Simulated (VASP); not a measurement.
Crystal: Al4Cd.

```
Al Cd
1.0
     5.52115    0.00000    0.00000
     0.00000    5.52115    0.00000
     0.00000    0.00000    5.60788
Al Cd
4 1
Direct
  0.00000 0.50000 0.17147
  0.50000 0.00000 0.17147
  0.00000 0.50000 0.82853
  0.50000 0.00000 0.82853
  0.00000 0.00000 0.00000
```

The cell was built by a generator and needn't be a form met in nature.

```yaml
Program: VASP 6.6.1
Task: relaxation of cell and atoms
Functional: PBE
Potentials_or_basis: VASP PAW PBE potentials, release 64 (Al, Cd)
Cutoff: 600 eV
k_mesh: 5 × 5 × 5
Occupations: methfessel-paxton, width 0.2 eV
Spin: no spin polarisation
```

At the start: pressure 9.0 GPa; volume 34.19 Å³/atom.

Question: Where does the relaxation end?

Answer: Over 30 steps the energy falls by 1682.7 meV/atom and the volume is 21.35 Å³/atom (-37.6 %); space group P4/mmm (No. 123, to 0.05 Å).

Step by step:
```
step  energy change (eV)  largest force (eV/Å)  pressure (GPa)  volume (Å³)
   1              0.0000               10.4645            9.01       170.95
   2             -3.7766                0.0343           -5.99       216.19
   3             -3.9321                0.0637           -6.04       212.88
   4             -4.0972                0.1058           -6.10       209.64
   5             -5.0074                0.3190           -5.44       190.71
   6             -4.8217                1.7096           -2.76       180.94
   7             -5.0485                0.4728           -5.10       188.49
   8             -5.0516                0.6761           -4.61       186.41
   9             -5.8749                1.0735           -4.60       163.38
  10             -6.9329                2.2942            7.35       105.59
  11             -7.0233                1.8245            1.70       118.02
  12             -7.5713                1.0284            2.02       110.91
  13             -7.6917                0.1220            4.06       105.71
  14             -7.6965                0.3415            3.50       106.69
  15             -7.9015                0.0199           -0.64       112.13
  16             -7.9135                0.0038           -1.49       113.67
  17             -7.9248                0.0105           -2.97       116.77
  18             -8.1928                0.1378           -2.26       112.69
  19             -8.2811                0.0679            5.11        98.39
  20             -8.4010                0.0647            1.09       104.65
  21             -8.4000                0.0663            1.45       104.05
  22             -8.4011                0.0649            1.28       104.33
  23             -8.4090                0.0144           -0.10       106.88
  24             -8.4096                0.0306            0.48       105.88
  25             -8.4132                0.0126           -0.10       106.97
  26             -8.4132                0.0097           -0.16       107.06
  27             -8.4132                0.0143           -0.07       106.86
  28             -8.4134                0.0031           -0.12       106.95
  29             -8.4134                0.0016            0.06       106.62
  30             -8.4135                0.0002            0.00       106.74
```

Final structure:
```xyz
5
Lattice="3.9709 0.0000 0.0000 0.0000 3.9709 0.0000 0.0000 0.0000 6.7694" Properties=species:S:1:pos:R:3 pbc="T T T"
Al    0.0000    1.9855    2.0450
Al    1.9855    0.0000    2.0450
Al    0.0000    1.9855    4.7244
Al    1.9855    0.0000    4.7244
Cd    0.0000    0.0000    0.0000
```

Caveat: the volume moved by over 15 % at a fixed basis, so the end points are rough.
